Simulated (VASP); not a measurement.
The input files of a VASP run:

**KPOINTS**
```
Automatic mesh
0
Gamma
6 6 6
0 0 0
```

**INCAR**
```
SYSTEM = CdS
PREC = Accurate
ENCUT = 400
EDIFF = 1E-6
NELM = 100
ALGO = Normal
LREAL = .FALSE.
LASPH = .TRUE.
ISMEAR = 1
SIGMA = 0.2
GGA = PE
LMAXMIX = 4
LWAVE = .FALSE.
LCHARG = .FALSE.
ISIF = 2
```

### POSCAR
```
CdS
1
    0.0000000000     2.9682000000     2.9682000000
    2.9682000000     0.0000000000     2.9682000000
    2.9682000000     2.9682000000     0.0000000000
Cd S
1 1
Direct
  0.0000000000   0.0000000000   0.0000000000
  0.2500000000   0.2500000000   0.2500000000
```

POTCAR, in this order: Cd S (PBE.64 set). Program: vasp_std.

Q: One choice in this input is risky. Which, and does it do harm here?

A: The risk: Methfessel-Paxton smearing was used on a material with a gap. Here it does no harm: the run (PBE GGA, plane waves, VASP's PBE PAW potentials (set 64)) converges to the same energy and pressure as with the safe setting.
OSZICAR:
```
       N       E                     dE             d eps       ncg     rms          rms(c)
DAV:   1     0.976909356480E+02    0.97691E+02   -0.79746E+03   416   0.102E+03
DAV:   2    -0.234287012429E+01   -0.10003E+03   -0.96594E+02   486   0.275E+02
DAV:   3    -0.666730809384E+01   -0.43244E+01   -0.43142E+01   486   0.596E+01
DAV:   4    -0.669835155877E+01   -0.31043E-01   -0.31040E-01   481   0.506E+00
DAV:   5    -0.669881476231E+01   -0.46320E-03   -0.46320E-03   491   0.587E-01    0.753E+00
DAV:   6    -0.615971573725E+01    0.53910E+00   -0.10775E+00   552   0.137E+01    0.604E+00
DAV:   7    -0.614199581731E+01    0.17720E-01   -0.20343E-01   426   0.359E+00    0.307E+00
DAV:   8    -0.614207174043E+01   -0.75923E-04   -0.19080E-02   441   0.205E+00    0.272E-01
DAV:   9    -0.614189472450E+01    0.17702E-03   -0.26114E-03   481   0.821E-01    0.721E-02
DAV:  10    -0.614206832295E+01   -0.17360E-03   -0.30237E-04   436   0.172E-01    0.837E-02
DAV:  11    -0.614215676799E+01   -0.88445E-04   -0.13535E-04   434   0.124E-01    0.163E-02
DAV:  12    -0.614214477534E+01    0.11993E-04   -0.45488E-05   532   0.965E-02    0.839E-03
DAV:  13    -0.614214607289E+01   -0.12975E-05   -0.50082E-06   421   0.159E-02    0.683E-03
DAV:  14    -0.614214593166E+01    0.14123E-06   -0.12923E-07   248   0.276E-03
   1 F= -.61421459E+01 E0= -.61428075E+01  d E =0.198465E-02
```

The compound is CdS in the zinc blende structure, a metastable form; wurtzite is the usual one. The cell was not relaxed at this level.
